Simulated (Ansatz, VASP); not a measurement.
# Mg (Magnesium) in two plane-wave programs

One calculation is typed for both programs; each brings its own data sets. How far apart do they land? The cell is taken from a series of runs on this material, whose earlier steps may have relaxed, scaled, displaced or heated it; both programs get it as it stands.

Program: Ansatz 0.2.0. Level of theory: plane waves, with VASP 6.6.1 beside it; zone-centre phonons at PBEsol. Results are calculated unless marked as measured.

## (1) The starting structure

The structure is hexagonal, space group P6_3/mmc (No. 194). Conventional cell: a = 3.169 Å, b = 3.169 Å, c = 5.254 Å, α = 90.00°, β = 90.00°, γ = 120.00°. Nearest to Mg lie 12 Mg at 3.17 to 3.20 Å.

## (2) VASP: zone-centre phonons, PBEsol, pair 1

Second derivatives magnify differences that forces hide, and they need a tight electronic threshold.

Lines of VASP's logs that name or quote its potential files are left out, and so is its time.

INCAR reads:

```
SYSTEM = Mg
PREC = Accurate
ENCUT = 600
EDIFF = 1E-08
NELM = 120
ISMEAR = 1
SIGMA = 0.2
LREAL = .FALSE.
ALGO = Normal
GGA = PS
NBANDS = 8
LORBIT = 11
LWAVE = .FALSE.
LCHARG = .FALSE.
ISIF = 2
IBRION = 8
LASPH = .TRUE.
GGA_COMPAT = .FALSE.
KPAR = 2
```

POSCAR reads:

```
Mg
1.0
    3.1691130813      0.0000000000      0.0000000000
   -1.5845565407      2.7445324359      0.0000000000
    0.0000000000      0.0000000000      5.2541028625
Mg
2
Direct
    0.3333333416      0.6666666584      0.2500000000
    0.6666666584      0.3333333416      0.7500000000
```

KPOINTS reads:

```
Automatic mesh
0
Gamma
15 15 8
0 0 0
```

PAW data sets: Mg (PBE family, release 64).

The run is started by

```bash
mpirun -np 2 vasp_std
```

Numbers of over 12 decimals in the logs are rounded to 6 here.

What it wrote:

```text
[banner, memory and clock lines left out]
running    2 mpi-ranks, on    1 nodes
 distrk:  each k-point on    1 cores,    2 groups
 distr:  one band on    1 cores,    1 groups

 POSCAR found type information on POSCAR Mg
 POSCAR found :  1 types and       2 ions
|                                                                             |
|               ----> ADVICE to this user running VASP <----                  |
|                                                                             |
|     You enforced a specific xc type in the INCAR file but a different       |
|     [... a line on the potential file left out ...]
|     I HOPE YOU KNOW WHAT YOU ARE DOING!                                     |
|                                                                             |

 LDA part: xc-table for (Slater+PW92), standard interpolation
 POSCAR, INCAR and KPOINTS ok, starting setup
 FFT: planning ... GRIDC
 FFT: planning ... GRID_SOFT
 FFT: planning ... GRID
 WAVECAR not read
 entering main loop
       N       E                     dE             d eps       ncg     rms          rms(c)
DAV:   1    -0.877558581253E+00   -0.87756E+00   -0.14006E+03  2160   0.395E+02
DAV:   2    -0.344625431707E+01   -0.25687E+01   -0.24724E+01  2944   0.229E+01
DAV:   3    -0.346058978651E+01   -0.14335E-01   -0.14277E-01  2976   0.221E+00
DAV:   4    -0.346062820113E+01   -0.38415E-04   -0.38414E-04  3104   0.942E-02
DAV:   5    -0.346062827748E+01   -0.76351E-07   -0.76314E-07  2992   0.312E-03    0.965E-01
DAV:   6    -0.345013854594E+01    0.10490E-01   -0.63615E-04  2576   0.184E-01    0.615E-01
DAV:   7    -0.344058805642E+01    0.95505E-02   -0.26119E-03  2376   0.335E-01    0.317E-02
DAV:   8    -0.344059303473E+01   -0.49783E-05   -0.18292E-05  3272   0.299E-02    0.630E-03
DAV:   9    -0.344059267312E+01    0.36161E-06   -0.90673E-07  2536   0.453E-03    0.571E-04
DAV:  10    -0.344059253041E+01    0.14270E-06   -0.34634E-09  3128   0.370E-04    0.133E-04
DAV:  11    -0.344059251743E+01    0.12987E-07   -0.20635E-10  1608   0.121E-04    0.981E-06
DAV:  12    -0.344059251631E+01    0.11153E-08   -0.35054E-12  1400   0.111E-05
   1 F= -.34405925E+01 E0= -.34401987E+01  d E =-.118131E-02
 Linear response reoptimize wavefunctions to high precision
DAV:   1    -0.344059251680E+01   -0.48317E-09   -0.48395E-13  1680   0.348E-06
DAV:   2    -0.344059251680E+01    0.00000E+00   -0.61633E-14  1272   0.113E-06
 Linear response DOF=           2
 Linear response progress:
  Degree of freedom:   1/  2
       N       E                     dE             d eps       ncg     rms          rms(c)
RMM:   1    -0.128511079726E-02   -0.12851E-02   -0.91493E-04 16632   0.179E-01
RMM:   2    -0.129208698772E-02   -0.69762E-05   -0.69386E-06 13965   0.151E-02    0.217E-02
RMM:   3    -0.127797923163E-02    0.14108E-04   -0.42602E-07 14470   0.645E-03    0.138E-02
RMM:   4    -0.127974994680E-02   -0.17707E-05   -0.11144E-06 14080   0.104E-02    0.745E-04
RMM:   5    -0.128031201677E-02   -0.56207E-06   -0.11550E-08 15050   0.497E-04    0.103E-04
RMM:   6    -0.128036806514E-02   -0.56048E-07    0.42839E-09 15191   0.843E-05    0.163E-05
RMM:   7    -0.128041312627E-02   -0.45061E-07   -0.71961E-09 15312   0.183E-05    0.104E-06
RMM:   8    -0.128041491476E-02   -0.17885E-08    0.22392E-09 15076   0.366E-06    0.366E-07
 first order change of Fermi-energy   0.38501E-06
 force on displaced ion       1 direction 1 :  -0.647   0.000   0.000
 Linear response progress:
  Degree of freedom:   2/  2
       N       E                     dE             d eps       ncg     rms          rms(c)
RMM:   1    -0.122413077096E-01   -0.12241E-01   -0.62651E-02  6960   0.297E-01
RMM:   2    -0.414022939684E-02    0.81011E-02   -0.12489E-03  4732   0.414E-02    0.289E-02
RMM:   3    -0.400512048966E-02    0.13511E-03   -0.41081E-05  4771   0.132E-02    0.132E-02
RMM:   4    -0.402763627661E-02   -0.22516E-04   -0.10437E-05  4862   0.726E-03    0.518E-03
RMM:   5    -0.402423577666E-02    0.34005E-05   -0.16244E-06  4865   0.417E-03    0.280E-04
RMM:   6    -0.402446084047E-02   -0.22506E-06    0.10448E-06  5088   0.273E-04    0.155E-04
RMM:   7    -0.402482879495E-02   -0.36795E-06    0.17822E-07  4986   0.105E-04    0.630E-06
RMM:   8    -0.402487433957E-02   -0.45545E-07    0.82451E-08  5232   0.141E-05    0.253E-06
RMM:   9    -0.402487215898E-02    0.21806E-08    0.82034E-09  4918   0.326E-06    0.846E-07
 first order change of Fermi-energy  -0.45481E-05
 force on displaced ion       1 direction 3 :  -0.000   0.000  -2.468
 Linear response finished
```

From OUTCAR (step 2):

```text
ion  position               nearest neighbor table
   1  0.333  0.667  0.250-   2 3.20   2 3.20   2 3.20   2 3.20   2 3.20   2 3.20
   2  0.667  0.333  0.750-   1 3.20   1 3.20   1 3.20   1 3.20   1 3.20   1 3.20

  LATTYP: Found a hexagonal cell.
 ALAT       =     3.1691130813
 C/A-ratio  =     1.6579095563

 Subroutine GETGRP returns: Found 24 space group operations
 (whereof 12 operations were pure point group operations)

The static configuration has the point symmetry D_3d.
 The point group associated with its full space group is D_6h.

 Found    135 irreducible k-points:

   k-points           NKPTS =    135   k-points in BZ     NKDIM =    135   number of bands    NBANDS=      8

   dimension x,y,z NGX =    28 NGY =   28 NGZ =   42
   dimension x,y,z NGXF=    56 NGYF=   56 NGZF=   84

   ENCUT  =  600.0 eV  44.10 Ry    6.64 a.u.   6.33  6.33 10.49*2*pi/ulx,y,z

   NELECT =       4.0000    total number of electrons

 k-points in reciprocal lattice and weights: Automatic mesh
   0.00000000  0.00000000  0.00000000       0.001
   0.06666667 -0.00000000  0.00000000       0.003
   0.13333333  0.00000000  0.00000000       0.003
   0.20000000  0.00000000  0.00000000       0.003
   0.26666667  0.00000000  0.00000000       0.003
   0.33333333  0.00000000  0.00000000       0.003
   0.40000000  0.00000000  0.00000000       0.003
   0.46666667  0.00000000  0.00000000       0.003
   0.06666667  0.06666667  0.00000000       0.003
[...]
0.33333333  0.26666667  0.50000000       0.007
   0.33333333  0.33333333  0.50000000       0.001

 average (electrostatic) potential at core
       1 -38.8991       2 -38.8991

  Total       -0.0101539     -0.0101539     -0.4818911      0.0000000      0.0000000      0.0000000
  in kB       -0.3559898     -0.3559898    -16.8948674      0.0000000      0.0000000      0.0000000
  external PRESSURE =      -5.8689490 kB  Pullay stress =       0.0000000 kB

  energy-cutoff  :      600.00
  volume of cell :       45.70
      direct lattice vectors                 reciprocal lattice vectors
     3.169113081  0.000000000  0.000000000     0.315545698  0.182180394  0.000000000
    -1.584556541  2.744532436  0.000000000     0.000000000  0.364360788  0.000000000
     0.000000000  0.000000000  5.254102862     0.000000000  0.000000000  0.190327450

 POSITION                                       TOTAL-FORCE (eV/Angst)
 -----------------------------------------------------------------------------------
      0.00000      1.82969      1.31353        -0.000000      0.000000      0.000000
      1.58456      0.91484      3.94058         0.000000      0.000000      0.000000
 -----------------------------------------------------------------------------------
    total drift:                                0.000000     -0.000000      0.000000

 Eigenvectors and eigenvalues of the dynamical matrix
 ----------------------------------------------------

   1 f  =    7.045739 THz    44.269682 2PiTHz  235.020544 cm-1    29.138821 meV
             X         Y         Z           dx          dy          dz
      0.000000  1.829688  1.313526    -0.000000    0.000000    0.707107
      1.584557  0.914844  3.940577     0.000000    0.000000   -0.707107

   2 f  =    3.607028 THz    22.663625 2PiTHz  120.317500 cm-1    14.917462 meV
             X         Y         Z           dx          dy          dz
      0.000000  1.829688  1.313526    -0.354688    0.611716   -0.000000
      1.584557  0.914844  3.940577     0.354688   -0.611716   -0.000000

   3 f  =    3.607028 THz    22.663625 2PiTHz  120.317500 cm-1    14.917462 meV
             X         Y         Z           dx          dy          dz
      0.000000  1.829688  1.313526    -0.611716   -0.354688    0.000000
      1.584557  0.914844  3.940577     0.611716    0.354688    0.000000

   4 f  =    0.000000 THz     0.000000 2PiTHz    0.000001 cm-1     0.000000 meV
             X         Y         Z           dx          dy          dz
      0.000000  1.829688  1.313526     0.693221   -0.130455   -0.049256
      1.584557  0.914844  3.940577     0.693221   -0.130455   -0.049256

   5 f/i=    0.000000 THz     0.000000 2PiTHz    0.000001 cm-1     0.000000 meV
             X         Y         Z           dx          dy          dz
      0.000000  1.829688  1.313526    -0.139119   -0.629971   -0.289452
      1.584557  0.914844  3.940577    -0.139119   -0.629971   -0.289452

   6 f/i=    0.000000 THz     0.000001 2PiTHz    0.000003 cm-1     0.000000 meV
             X         Y         Z           dx          dy          dz
      0.000000  1.829688  1.313526     0.009519    0.293459   -0.643266
      1.584557  0.914844  3.940577     0.009519    0.293459   -0.643266

 ELASTIC MODULI CONTR FROM IONIC RELAXATION (kBar)
 Direction    XX          YY          ZZ          XY          YZ          ZX
 --------------------------------------------------------------------------------
 XX         -30.7608     30.7608      0.0000      0.0000      0.0000      0.0000
 YY          30.7608    -30.7608     -0.0000      0.0000      0.0000     -0.0000
 ZZ           0.0000     -0.0000     -0.0000      0.0000      0.0000     -0.0000
 XY           0.0000      0.0000      0.0000    -30.7608      0.0000     -0.0000
 YZ           0.0000      0.0000      0.0000      0.0000      0.0000      0.0000
 ZX           0.0000     -0.0000     -0.0000     -0.0000      0.0000     -0.0000
 --------------------------------------------------------------------------------
```

## (3) Ansatz: zone-centre phonons, PBEsol, pair 1

Ansatz runs on its PAW soft_1 files.

The same cell, functional, mesh and smearing now go to Ansatz, which takes its cutoff from its data sets.

input.yaml reads:

```yaml
crystal:
  lattice:
    - [3.1691130813, 0.0, 0.0]
    - [-1.5845565407, 2.7445324359, 0.0]
    - [0.0, 0.0, 5.2541028625]
  atoms:
    - { symbol: Mg, position: [0.3333333416, 0.6666666584, 0.25] }
    - { symbol: Mg, position: [0.6666666584, 0.3333333416, 0.75] }
kpoints:
  mp_grid: { grid: [15, 15, 8] }
hamiltonian:
  xc: pbesol
  pseudopotentials: { kind: paw, azcp: { folder: soft_1 }, xc_functional: pbe }
scf:
  occupations: { method: methfessel_paxton, width: 0.2 }
output:
  eigenvalues: true
phonons:
  method: dfpt
```

The run is started by

```bash
ansatz run input.yaml --threads 4 --pin off --max-ram 10240MiB --backend cpu --events-out ev --progress --plain --runs-dir out
```

What it wrote:

```text
zone centre: on kpoints.mp_grid the ground state, and the responses unless they are solved on pairs of k-points, stand on 320 of the mesh's 1800 k-points, reduced under 4 symmetry operations, with k and −k counted as one. Each operation leaves every solved displacement unchanged or reverses it
Engine: ansatz 0.2.0, x86_64-unknown-linux-gnu
Pseudopotentials: kind: paw
Pseudopotential: Mg, paw, valence charge 10, recommended cutoff 420 eV (normal), soft_1/Mg.paw.azcp
Functional definition: PBEsol
  exchange = pbesol_x
  correlation = pbesol_c
Crystal: 2 atoms, lattice volume = 45.699 Å³
Basis set: ecut = 420 eV, 893 PW (Γ), exchange–correlation on 48×48×72 points (8 copies of the dense FFT grid, shifted against one another)
Bands: 14, of which v1, the nominal top of the filled ones, is band 10 counted from 1 (9 counted from 0)
Symmetry: 24 space group operations
k-points: 320 of 1800 (irreducible under 4 space group operations, time reversal used)
Non-local potential: Mg, projectors of the file, l = 0: 3, l = 1: 2, l = 2: 1
PAW form: soft (Blöchl's): semilocal exchange-correlation on the pseudo side does not see the compensation charge
PAW frozen core: Mg, regenerated for the run's functional, and the local potential with it (the file was generated under x = pbe(κ = 0.804, μ = 0.219515), c = pbe(β = 0.066725))
PAW one-centre angular grid: Mg, 110 points (default); XC on 64 Gauss nodes
Initial density: superposition of atomic densities (chi_scale 0.1, normalization cell)
Initial wavefunctions: pseudopotential atomic-orbital guess
Functional: x = pbesol(κ = 0.804, μ = 0.123457), c = pbesol(β = 0.046)
SCF iter   1: F=—  HF=-3824.127561 eV  |F-HF|=—  |Δ(HF+E_count)|=         —  Δρ=1.39e-2  dr2=1.18e-1  ethr=3.10e-3  ⟨swp⟩=5.0  Hψ=22169  notcnv=0
preconditioner: auto → none  [metal: Δε(μ)=0.029 eV  Ē_g=6.945 eV  σ=0.200 eV  W_gap=0.12  n_scr=8 (ndim 8)  ℏωp=11.0 eV  f_vac=0.000  D(μ)=1.00/eV (n_scr^D=2)  sad-step TF]
SCF iter   2: F=—  HF=-3824.116014 eV  |F-HF|=—  |Δ(HF+E_count)|=   1.15e-2  S|Δr|=    0.00e0  Δρ=9.75e-3  dr2=5.96e-2  ethr=5.88e-4  ⟨swp⟩=1.0  Hψ=7040  notcnv=0
SCF iter   3: F=—  HF=-3824.097785 eV  |F-HF|=—  |Δ(HF+E_count)|=   1.82e-2  S|Δr|=    0.00e0  Δρ=1.58e-3  dr2=1.52e-3  ethr=2.98e-4  ⟨swp⟩=1.2  Hψ=4540  notcnv=0
SCF iter   4: F=—  HF=-3824.097507 eV  |F-HF|=—  |Δ(HF+E_count)|=   2.79e-4  S|Δr|=    0.00e0  Δρ=1.32e-4  dr2=3.16e-6  ethr=7.59e-6  ⟨swp⟩=2.8  Hψ=7775  notcnv=0
SCF iter   5: F=—  HF=-3824.097506 eV  |F-HF|=—  |Δ(HF+E_count)|=   8.61e-7  S|Δr|=    0.00e0  Δρ=1.45e-5  dr2=2.67e-8  ethr=1.58e-8  ⟨swp⟩=2.0  Hψ=7768  notcnv=0
SCF iter   6: F=—  HF=-3824.097506 eV  |F-HF|=—  |Δ(HF+E_count)|=   2.10e-7  S|Δr|=    0.00e0  Δρ=2.50e-6  dr2=8.26e-10  ethr=1.33e-10  ⟨swp⟩=2.0  Hψ=7692  notcnv=0
SCF iter   7: F=-3824.097506 eV  HF=-3824.097506 eV  |F-HF|=3.18e-12  |Δ(HF+E_count)|=   1.66e-9  S|Δr|=    0.00e0  Δρ=1.29e-7  dr2=3.69e-12  ethr=1.00e-12  ⟨swp⟩=4.5  Hψ=23492  notcnv=0
SCF 1 converged in 7 iterations: F = -3824.097506 eV  dr2 = 3.69e-12
  greatest PAW one-centre occupation: 1.000 electrons in one spin orbital (limit 2), on the Mg atom at site 1 (counted from 0), in its partial waves of l = 0
DFPT response loops at Γ: preconditioner auto → Kerker (q_TF=auto, 2.377 Å⁻¹) (partly filled bands, converged f_vac=0.000); β = 1.00, the filter's whole step (`scf.mixing.beta` (0.50) is not read by the response loops under this deck's `scf.mixing.preconditioner`; to damp them name `kerker` or `kerker_dos`, under which they read `scf.mixing.beta`, and type it under 1.00, their step now; both keys bind the ground state too); Broyden in place of MSR1
SCF converged after 7 iterations
Stability not checked: this state was not tested for a lower state beside it, because cold or Methfessel-Paxton smearing, or corrected tetrahedra, fill the levels in a way that the test cannot read (fill_not_monotonic; see scf.lower_state_search)
Free energy (F): -3824.097506 eV
Harris-Foulkes:  -3824.097506 eV  (|F-HF|=3.18e-12)
Internal energy: -3824.096280 eV  (E = F + TS)
E sigma→0 (E₀):  -3824.097199 eV
Entropy (-TS):   -0.001226 eV (-0.613 meV/atom)
Fermi energy:    5.597185 eV
--- Per-component energies (eV) ---
  E_band       = -712.497189
  E_kinetic    = 138.380593
  E_local      = -3424.268031  (includes V_loc(G=0)·N_el)
  E_nonlocal   = 391.966341
  E_hartree    = 1166.790476
  E_xc         = -51.365602
  E_vxc        = -66.563034  (∫ρ·V_xc dr)
  E_paw        = -580.153612  (= ΣΔE_a)
  E_vpaw       = -85.593733  (= ΣTr[D̂ρ^β])
  E_aug_tail   = -0.000296  (compensation charges beyond the density's cutoff)
  E_ewald      = -1465.563873
  E_core_change = 0.117725  (= ΣΔE_core)
  E_smearing   = -0.001226  (= −TS)
  E_closure    = 0.000000  (closes the sum)
  Σ components = -3824.097506   (vs F -3824.097506, Δ=0.00e0)
--- Band table (eV; the first three rows and the last of 320) ---
  k-point 0: bands = [... 6 lower, -36.9654, -36.9654, -1.3450, 3.8084, 4.1689, 16.7723, 16.7723, 16.9507]
  k-point 1: bands = [... 6 lower, -36.9656, -36.9656, -1.2593, 2.7514, 5.3739, 16.1754, 16.8383, 16.8383]
  k-point 2: bands = [... 6 lower, -36.9660, -36.9660, -1.0029, 1.6849, 6.8844, 14.2268, 17.0284, 17.0284]
  k-point 319: bands = [... 6 lower, -36.9744, -36.9744, 3.1995, 3.1995, 8.1525, 8.1525, 9.6344, 9.6344]
--- Phonons (Γ-DFPT): 2 representative perturbations + reference, on 320 of 1800 k-points (Σ response iterations 6) ---
  k mesh reduced under 4 symmetry operations, with k and −k counted as one. Each operation leaves every solved displacement unchanged or reverses it
  ASR residual: 1.097e-4 → 0.000e0 eV/Å²; symmetrization residual: 1.474e-10 eV/Å²
  ASR residual per site (eV/Å²): 1.10e-4 1.10e-4
  Γ frequencies (cm⁻¹): 0.00 0.00 0.00 119.96 119.96 234.29
  non-analytic LO–TO correction: not included (Born effective charges unavailable; polar crystals: no LO–TO splitting at Γ)
```

In the SCF lines HF is the Harris–Foulkes energy and dr2 the Hartree energy of the density residual, in eV; the loop may stop once dr2 is under the threshold and the program's other checks hold. Hψ counts applications of the Hamiltonian.

## (4) Differences

Known differences besides the potentials themselves: the data sets hold 20 valence electrons in Ansatz (on its PAW soft_1 files) and 4 in VASP; the cutoff is 420 eV in Ansatz and 600 eV in VASP; Ansatz makes its cores anew for this functional, VASP keeps those of its PBE data sets. Total energies have different zeros and are not compared.

Both answers:

```
                  quantity  Ansatz   VASP  difference
optical mode 1 to 2 (cm⁻¹)   120.0  120.3     -0.30 %
     optical mode 3 (cm⁻¹)   234.3  235.0     -0.31 %
```

Modes are paired by rising frequency, not by their patterns, so a pair may set unlike modes beside each other; they are those without the splitting of longitudinal modes.

(Continued in part 2 of 2.)

[Lines on the potential files, build, host, timing and source positions are cut from VASP's logs without a mark.]

[Logs are printed without paths, hosts, clocks, repeated set-up lines and the standing remarks that a program may print on its own settings, such as how far it seeks lower states.]

[Hosts, paths, dates, database ids (printed as entryN), source tags and the programs' standing remarks are cut or masked in the printed files.]
